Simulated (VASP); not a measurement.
Data:

```
CELL_PARAMETERS angstrom
      0.00000     2.63598     2.63598
      2.63598     0.00000     2.63598
      2.63598     2.63598     0.00000
ATOMIC_POSITIONS crystal
  Zr 0.00000 0.00000 0.00000
  O  0.25000 0.25000 0.25000
  O  0.75000 0.75000 0.75000
```

These are PBE GGA, VASP's PBE PAW potentials (set 64) (plane waves; VASP 6.6.1) values and carry that method's errors. Run with 600 eV cut-off, 8×8×8 Γ-centred mesh, Gaussian smearing of 0.050 eV, potentials Zr_sv O.

### Question
Give the stress tensor in GPa (positive for a compressed cell).

### Answer

```
-17.58    0.00    0.00
  0.00  -17.58    0.00
  0.00    0.00  -17.58
```
The pressure is its mean diagonal, -17.58 GPa.

The compound is ZrO2 in the fluorite structure, the high-temperature cubic form, which is unstable at 0 K; the monoclinic form is the stable one. This cell was strained or had an atom moved on purpose.
